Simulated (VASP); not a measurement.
# Au (Gold): structure and properties in VASP

How well does PBE + D3(BJ) reproduce what experiment finds for Au (Gold)? The cell is relaxed first, and properties follow on it. The steps: full relaxation (PBE + D3(BJ)), second relaxation, single point with fields (PBE + D3(BJ)), band structure (PBE + D3(BJ)), density of states (PBE + D3(BJ)), volume scan with PBE + D3(BJ), fit for PBE + D3(BJ), core-level energies (PBE + D3(BJ)) and bands along the symmetry lines (PBE + D3(BJ) + SOC). Left out of this account: 1 further run (phonons: it ended without a result to show). The start is a cell from a database of measured crystal structures.

Calculated with VASP 6.6.1; PBE with D3(BJ); plane waves and PAW (Au), in the first sound run; inputs show where later runs differ.

**What experiment says.**

“Mechanisms for carbon adsorption on Au(110)-(2*1): A work function analysis” (2018, arxiv:1805.06931) quotes from earlier work for Au, fcc (bulk gold, literature value, 298 K): lattice constant a (cubic lattice constant) 4.078 Å [Literature room-temperature value quoted in the computational methods part; includes …].

“Exploring toroidal anvil profiles for larger sample volumes above 4 Mbar” (2024, pmc:11102561) quotes from earlier work for Au, fcc (earlier literature value): bulk modulus (ambient isothermal K0) 167 GPa [Literature ultrasonic value used as fixed fit input; rounded, table lists 166.7 GPa].

The database entry behind the starting cell differs from later determinations by our own check (0.1 to 0.3 % short, probably kX units), so it need not match the best structure at ambient conditions.

## (1) The structure

Before any relaxation, the start is as follows. Symmetry: Fm-3m, No. 225, cubic system. The conventional cell has a = 4.070 Å, b = 4.070 Å, c = 4.070 Å, α = 90.00°, β = 90.00°, γ = 90.00°. Au has 12 Au at 2.88 Å nearest.

## (2) Full relaxation (PBE + D3(BJ))

Properties are meant for the cell that this level of theory prefers, so cell and atoms are relaxed first (ISIF = 3) until forces and stress are small; EDIFFG sets the threshold. PBE, the usual starting point, adds the gradient of the density. A dispersion term adds the long-range attraction that semilocal functionals lack. D3 with Becke-Johnson damping keeps a finite attraction at short range.

INCAR reads:

```
SYSTEM = Au
PREC = Accurate
ENCUT = 400
EDIFF = 1E-06
NELM = 100
ISMEAR = 1
SIGMA = 0.2
LREAL = .FALSE.
ALGO = Normal
GGA = PE
IVDW = 12
NBANDS = 11
LORBIT = 11
LWAVE = .FALSE.
LCHARG = .FALSE.
KPAR = 2
IBRION = 2
NSW = 60
ISIF = 3
EDIFFG = -0.01
```

POSCAR reads:

```
Au
1.0
    0.0000000000      2.0350000000      2.0350000000
    2.0350000000      0.0000000000      2.0350000000
    2.0350000000      2.0350000000      0.0000000000
Au
1
Direct
    0.0000000000      0.0000000000      0.0000000000
```

KPOINTS reads:

```
Automatic mesh
0
Gamma
11 11 11
0 0 0
```

PAW data sets: Au (PBE family, release 64).

Run with:

```sh
mpirun -np 2 vasp_std
```

Output:

```text
[banner, memory and clock lines left out]
running    2 mpi-ranks, on    1 nodes
 distrk:  each k-point on    1 cores,    2 groups
 distr:  one band on    1 cores,    1 groups

 POSCAR found type information on POSCAR Au
 POSCAR found :  1 types and       1 ions
 LDA part: xc-table for (Slater+PW92), standard interpolation
 POSCAR, INCAR and KPOINTS ok, starting setup
 FFT: planning ... GRIDC
 FFT: planning ... GRID_SOFT
 FFT: planning ... GRID
 WAVECAR not read
 entering main loop
       N       E                     dE             d eps       ncg     rms          rms(c)
DAV:   1     0.352081826675E+02    0.35208E+02   -0.48266E+03  1392   0.709E+02
DAV:   2    -0.305562271677E+01   -0.38264E+02   -0.35977E+02  1394   0.163E+02
DAV:   3    -0.345960353851E+01   -0.40398E+00   -0.40377E+00  1411   0.161E+01
DAV:   4    -0.346087103996E+01   -0.12675E-02   -0.12675E-02  1391   0.106E+00
DAV:   5    -0.346088020304E+01   -0.91631E-05   -0.91645E-05  1415   0.858E-02    0.969E+00
DAV:   6    -0.321663563732E+01    0.24424E+00   -0.67928E-01  1307   0.708E+00    0.613E+00
DAV:   7    -0.319707962825E+01    0.19556E-01   -0.69813E-02  1403   0.227E+00    0.280E+00
DAV:   8    -0.319482260944E+01    0.22570E-02   -0.16187E-03  1313   0.354E-01    0.228E-01
DAV:   9    -0.319481734632E+01    0.52631E-05   -0.10580E-05  1414   0.288E-02    0.189E-02
DAV:  10    -0.319482222080E+01   -0.48745E-05   -0.25257E-06  1370   0.164E-02    0.642E-04
DAV:  11    -0.319482227375E+01   -0.52946E-07   -0.49671E-08   727   0.183E-03
   1 F= -.38679859E+01 E0= -.38680480E+01  d E =-.386799E+01
 curvature:   0.00 expect dE= 0.000E+00 dE for cont linesearch  0.000E+00
 trial: gam= 0.00000 g(F)=  0.165E-64 g(S)=  0.241E-01 ort = 0.000E+00 (trialstep = 0.100E+01)
 search vector abs. value=  0.241E-01
 bond charge predicted
       N       E                     dE             d eps       ncg     rms          rms(c)
DAV:   1    -0.364329024543E+01   -0.44847E+00   -0.78200E+00  1292   0.273E+01    0.407E+00
DAV:   2    -0.324633562303E+01    0.39695E+00   -0.11669E+00  1271   0.906E+00    0.192E+00
DAV:   3    -0.322747584672E+01    0.18860E-01   -0.76745E-02  1382   0.225E+00    0.143E+00
DAV:   4    -0.322719819477E+01    0.27765E-03   -0.21816E-03  1325   0.322E-01    0.197E-01
DAV:   5    -0.322723670811E+01   -0.38513E-04   -0.15596E-04  1448   0.707E-02    0.635E-03
DAV:   6    -0.322724194321E+01   -0.52351E-05   -0.37828E-06  1372   0.161E-02    0.118E-03
DAV:   7    -0.322724178852E+01    0.15469E-06   -0.44908E-08   706   0.176E-03
   2 F= -.38608033E+01 E0= -.38613424E+01  d E =0.718265E-02
 trial-energy change:    0.007183  1 .order    0.006180   -0.024078    0.036438
 step:   0.3746(harm=  0.3979)  dis= 0.00000  next Energy=    -3.872443 (dE=-0.446E-02)
 bond charge predicted
       N       E                     dE             d eps       ncg     rms          rms(c)
DAV:   1    -0.337997461157E+01   -0.15273E+00   -0.30444E+00  1289   0.168E+01    0.243E+00
DAV:   2    -0.322083111205E+01    0.15914E+00   -0.48432E-01  1259   0.575E+00    0.863E-01
DAV:   3    -0.321430822447E+01    0.65229E-02   -0.27959E-02  1382   0.134E+00    0.646E-01
DAV:   4    -0.321444507815E+01   -0.13685E-03   -0.14326E-03  1322   0.247E-01    0.106E-01
DAV:   5    -0.321441870775E+01    0.26370E-04   -0.26747E-05  1343   0.411E-02    0.116E-02
DAV:   6    -0.321442240335E+01   -0.36956E-05   -0.52989E-07  1237   0.554E-03    0.159E-03
DAV:   7    -0.321442276808E+01   -0.36473E-06   -0.52046E-08   652   0.204E-03
   3 F= -.38723615E+01 E0= -.38725857E+01  d E =-.437553E-02
 curvature:  -0.20 expect dE=-0.207E-06 dE for cont linesearch -0.207E-06
 trial: gam= 0.00000 g(F)=  0.147E-64 g(S)=  0.104E-05 ort =-0.158E-03 (trialstep = 0.875E+00)
 search vector abs. value=  0.104E-05
 reached required accuracy - stopping structural energy minimisation
```

Elapsed: 12 s, on 2 MPI ranks of AMD EPYC 7R43, shared host; peak memory 0.22 GiB.

The logs omit lines about the potential files and the build; timing stands in the text.

OUTCAR, selected parts (step 2):

```text
ion  position               nearest neighbor table
   1  0.000  0.000  0.000-

  LATTYP: Found a face centered cubic cell.
 ALAT       =     4.0700000000

 Subroutine GETGRP returns: Found 48 space group operations
 (whereof 48 operations were pure point group operations)

The static configuration has the point symmetry O_h .

 Found     56 irreducible k-points:

   k-points           NKPTS =     56   k-points in BZ     NKDIM =     56   number of bands    NBANDS=     11

   dimension x,y,z NGX =    20 NGY =   20 NGZ =   20
   dimension x,y,z NGXF=    40 NGYF=   40 NGZF=   40

   ENCUT  =  400.0 eV  29.40 Ry    5.42 a.u.   4.69  4.69  4.69*2*pi/ulx,y,z

   NELECT =      11.0000    total number of electrons

 k-points in reciprocal lattice and weights: Automatic mesh
   0.00000000  0.00000000  0.00000000       0.001
   0.09090909  0.00000000  0.00000000       0.006
   0.18181818  0.00000000  0.00000000       0.006
   0.27272727  0.00000000  0.00000000       0.006
   0.36363636  0.00000000  0.00000000       0.006
   0.45454545  0.00000000  0.00000000       0.006
   0.09090909  0.09090909  0.00000000       0.005
   0.18181818  0.09090909  0.00000000       0.018
   0.27272727  0.09090909  0.00000000       0.018
[...]
-0.36363636  0.45454545  0.18181818       0.018
  -0.27272727  0.45454545  0.18181818       0.018

 Edisp (eV)   -0.63356

 average (electrostatic) potential at core
       1 -64.2794

 E-fermi :   9.3337

 k-point     1 :       0.0000    0.0000    0.0000
  band No.  band energies     occupation
    ...
      2       4.6596      2.00000
      3       4.6596      2.00000
      4       4.6596      2.00000
      5       6.1461      2.00000
      6       6.1461      2.00000
      7      23.8306      0.00000
      8      27.7656      0.00000
      9      27.7656      0.00000
     10      27.7656      0.00000
     11      32.6367      0.00000

 k-point     2 :       0.0909    0.0000    0.0000
  band No.  band energies     occupation
    ...
      2       4.5725      2.00000
      3       4.7529      2.00000
      4       4.7529      2.00000
      5       6.1072      2.00000
      6       6.1072      2.00000
      7      24.1354      0.00000
      8      26.1444      0.00000
      9      28.0937      0.00000
     10      28.0938      0.00000
     11      33.3699      0.00000

 k-point     3 :       0.1818    0.0000    0.0000
  band No.  band energies     occupation
    ...
      2       4.4316      2.00000
      3       4.9215      2.00000
      4       4.9215      2.00000
      5       6.1116      2.00000
      6       6.1116      2.00000
      7      22.9363      0.00000
      8      24.9591      0.00000
      9      28.8782      0.00000
     10      28.8782      0.00000
     11      31.2784      0.00000

 Edisp (eV)   -0.65794

  Total      -0.00268    -0.00268    -0.00268     0.00000     0.00000    -0.00000
  in kB      -0.24930    -0.24930    -0.24930     0.00000     0.00000    -0.00000
  external pressure =       -0.25 kB  Pullay stress =        0.00 kB

  energy-cutoff  :      400.00
  volume of cell :       17.23
      direct lattice vectors                 reciprocal lattice vectors
    -0.000000000  2.049999889  2.049999889    -0.243902452  0.243902452  0.243902452
     2.049999889 -0.000000000  2.049999889     0.243902452 -0.243902452  0.243902452
     2.049999889  2.049999889  0.000000000     0.243902452  0.243902452 -0.243902452

 POSITION                                       TOTAL-FORCE (eV/Angst)
 -----------------------------------------------------------------------------------
      0.00000      0.00000      0.00000         0.000000      0.000000      0.000000
 -----------------------------------------------------------------------------------
    total drift:                               -0.000000     -0.000000     -0.000000

  FREE ENERGIE OF THE ION-ELECTRON SYSTEM (eV)
  ---------------------------------------------------
  free  energy   TOTEN  =        -3.8723614770 eV

  energy  without entropy=       -3.8730340309  energy(sigma->0) =       -3.87258566

 reached required accuracy - stopping structural energy minimisation

 total charge
# of ion       s       p       d       tot
------------------------------------------
    1        0.536   0.348   8.763   9.647

[... 3 further parts left out ...]
```

CONTCAR:

```
Au
   1.00000000000000
    -0.0000000000000000    2.0499998892949680    2.0499998892949680
     2.0499998892949680   -0.0000000000000000    2.0499998892949680
     2.0499998892949680    2.0499998892949680    0.0000000000000000
  Au
     1
Direct
     0.0000000000000000    0.0000000000000000    0.0000000000000000
```

This run has no spin polarisation. Its electron count is odd, so without a moment it is a metal by construction. The k-mesh is coarse for a metal. Dispersion corrections of this kind ignore metallic screening and tend to overbind metals. The run keeps the 48 symmetry operations of its start, so it cannot find a distortion of lower symmetry.

The steps of the relaxation:

```csv
step,energy less that of the first step (eV),largest force (eV/Å),pressure (GPa),volume (Å³)
1,0.0000,0.0000,3.88,16.85
2,0.0072,0.0000,-5.53,17.87
3,-0.0044,0.0000,-0.02,17.23
```

```csv
"conventional cell, symmetrised",before,after,change
a (Å),4.070,4.100,+0.7 %
b (Å),4.070,4.100,+0.7 %
c (Å),4.070,4.100,+0.7 %
volume (Å³/atom),16.85,17.23,+2.2 %
```

The relaxed structure:

```cif
data_structure
_symmetry_space_group_name_H-M 'P 1'
_symmetry_Int_Tables_number 1
_cell_length_a 2.8991
_cell_length_b 2.8991
_cell_length_c 2.8991
_cell_angle_alpha 60.000
_cell_angle_beta 60.000
_cell_angle_gamma 60.000
_cell_volume 17.23
loop_
_atom_site_label
_atom_site_type_symbol
_atom_site_fract_x
_atom_site_fract_y
_atom_site_fract_z
_atom_site_occupancy
Au1 Au 0.00000 0.00000 0.00000 1
```

This step gave:

```
electrons                       : 11
bands                           : 11
irreducible k-points            : 56
symmetry operations             : 48
free energy (TOTEN)             : -3.872 eV
energy at zero smearing         : -3.873 eV
Fermi energy                    : 9.334 eV
pressure                        : -0.02493 GPa
metallic                        : yes
SCF cycles over all ionic steps : 25
```

It ends with forces that vanish by symmetry and a pressure of -0.02 GPa. The volume lies +2.2 % from that of the database's start.

## (3) Second relaxation

The basis stayed that of the start cell while the cell moved. A rerun from the cell reached resets it; the error of the finite cutoff stays.

INCAR is that of step 2.

POSCAR reads:

```
Au
1.0
    0.0000000000      2.0499998893      2.0499998893
    2.0499998893      0.0000000000      2.0499998893
    2.0499998893      2.0499998893      0.0000000000
Au
1
Direct
    0.0000000000      0.0000000000      0.0000000000
```

KPOINTS is that of step 2.

Run with:

```sh
mpirun -np 2 vasp_std
```

Output:

```text
[... set-up lines as in an earlier step ...]
 entering main loop
       N       E                     dE             d eps       ncg     rms          rms(c)
DAV:   1     0.355443647871E+02    0.35544E+02   -0.48634E+03  1408   0.708E+02
DAV:   2    -0.312681792603E+01   -0.38671E+02   -0.36564E+02  1379   0.163E+02
DAV:   3    -0.347853438054E+01   -0.35172E+00   -0.35157E+00  1429   0.154E+01
DAV:   4    -0.347971335985E+01   -0.11790E-02   -0.11789E-02  1358   0.101E+00
DAV:   5    -0.347972230001E+01   -0.89402E-05   -0.89405E-05  1406   0.850E-02    0.904E+00
DAV:   6    -0.323496105297E+01    0.24476E+00   -0.70158E-01  1319   0.714E+00    0.578E+00
DAV:   7    -0.321687415528E+01    0.18087E-01   -0.64974E-02  1391   0.218E+00    0.274E+00
DAV:   8    -0.321476282696E+01    0.21113E-02   -0.13487E-03  1319   0.319E-01    0.225E-01
DAV:   9    -0.321475685210E+01    0.59749E-05   -0.93567E-06  1408   0.267E-02    0.175E-02
DAV:  10    -0.321476206947E+01   -0.52174E-05   -0.26891E-06  1376   0.171E-02    0.131E-03
DAV:  11    -0.321476210599E+01   -0.36522E-07   -0.54766E-08   718   0.192E-03
   1 F= -.38727008E+01 E0= -.38729250E+01  d E =-.387270E+01
 curvature:   0.00 expect dE= 0.000E+00 dE for cont linesearch  0.000E+00
 trial: gam= 0.00000 g(F)=  0.347E-62 g(S)=  0.541E-06 ort = 0.000E+00 (trialstep = 0.100E+01)
 search vector abs. value=  0.541E-06
 reached required accuracy - stopping structural energy minimisation
```

Run time: 9 s. Hardware: 2 MPI ranks; peak memory 0.21 GiB; 15 s of CPU time.

Parts of OUTCAR (step 3):

```text
  LATTYP: Found a face centered cubic cell.
 ALAT       =     4.0999997786

The static configuration has the point symmetry O_h .

 Found     56 irreducible k-points:

   ENCUT  =  400.0 eV  29.40 Ry    5.42 a.u.   4.73  4.73  4.73*2*pi/ulx,y,z

   NELECT =      11.0000    total number of electrons

 E-fermi :   9.3336

 k-point     1 :       0.0000    0.0000    0.0000
  band No.  band energies     occupation
    ...
      2       4.6596      2.00000
      3       4.6596      2.00000
      4       4.6596      2.00000
      5       6.1461      2.00000
      6       6.1461      2.00000
      7      23.8306      0.00000
      8      27.7655      0.00000
      9      27.7655      0.00000
     10      27.7655      0.00000
     11      32.6368      0.00000

 k-point     2 :       0.0909    0.0000    0.0000
  band No.  band energies     occupation
    ...
      2       4.5725      2.00000
      3       4.7529      2.00000
      4       4.7529      2.00000
      5       6.1072      2.00000
      6       6.1072      2.00000
      7      24.1354      0.00000
      8      26.1444      0.00000
      9      28.0937      0.00000
     10      28.0937      0.00000
     11      33.3699      0.00000

 Edisp (eV)   -0.65794

  Total       0.00193     0.00193     0.00193    -0.00000     0.00000    -0.00000
  in kB       0.17981     0.17981     0.17981    -0.00000     0.00000    -0.00000
  external pressure =        0.18 kB  Pullay stress =        0.00 kB

  energy-cutoff  :      400.00
  volume of cell :       17.23
      direct lattice vectors                 reciprocal lattice vectors
     0.000000000  2.049999889  2.049999889    -0.243902452  0.243902452  0.243902452
     2.049999889  0.000000000  2.049999889     0.243902452 -0.243902452  0.243902452
     2.049999889  2.049999889  0.000000000     0.243902452  0.243902452 -0.243902452

 POSITION                                       TOTAL-FORCE (eV/Angst)
 -----------------------------------------------------------------------------------
      0.00000      0.00000      0.00000         0.000000     -0.000000      0.000000
 -----------------------------------------------------------------------------------
    total drift:                               -0.000000     -0.000000     -0.000000

  FREE ENERGIE OF THE ION-ELECTRON SYSTEM (eV)
  ---------------------------------------------------
  free  energy   TOTEN  =        -3.8727008149 eV

  energy  without entropy=       -3.8733732566  energy(sigma->0) =       -3.87292496

[... 8 parts as in an earlier step ...]

[... 4 further parts left out ...]
```

Little changed from the start: no atom moved by 0.005 Å and no cell edge by 0.1 %.

This step gave:

| Quantity | Value |
| --- | --- |
| free energy (TOTEN) | -3.873 eV |
| pressure | 0.01798 GPa |
| SCF cycles over all ionic steps | 11 |

It ends with forces that vanish by symmetry and a pressure of 0.02 GPa. The volume moved by under 0.01 %: the run met its threshold at the first step.

[end of part 1 of 4]

[Lines on the potential files, build, host, timing and source positions are cut from VASP's logs without a mark.]

[Logs are printed without paths, hosts, clocks, repeated set-up lines and the standing remarks that a program may print on its own settings, such as how far it seeks lower states.]

[Hosts, paths, dates, database ids (printed as entryN), source tags and the programs' standing remarks are cut or masked in the printed files.]

[A measured line is paired with the nearest computed mode of its activity, which favours agreement.]
